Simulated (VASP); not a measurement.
Energy against volume of NiSb (NiAs type). Level of theory: PBE GGA, VASP's PBE PAW potentials (set 64) (plane waves; VASP 6.6.1). Numerical set-up: 520 eV cut-off, 9×9×6 Γ-centred mesh, first-order Methfessel-Paxton smearing of 0.10 eV, potentials Ni Sb.

Shape and ions are relaxed at each volume.

| V (Å³/atom) | E (eV/atom) |
|---|---|
| 17.121 | -5.07302 |
| 17.651 | -5.07803 |
| 18.180 | -5.07205 |
| 18.710 | -5.05680 |

Q: Fit these four points and predict the energy of the run at 16.592 Å³/atom.

A: A cubic in V^(−2/3), the third-order Birch-Murnaghan form, passes through the four points with V0 = 17.61 Å³/atom and B0 = 112 GPa, and gives -5.0550 eV/atom there. The run gave -5.0549 eV/atom, +0.1 meV/atom from the fit; all five points give B0 = 112 GPa.

The compound is NiSb in the NiAs type structure. It was relaxed first. The run is not spin-polarised, so no magnetic state was tried.
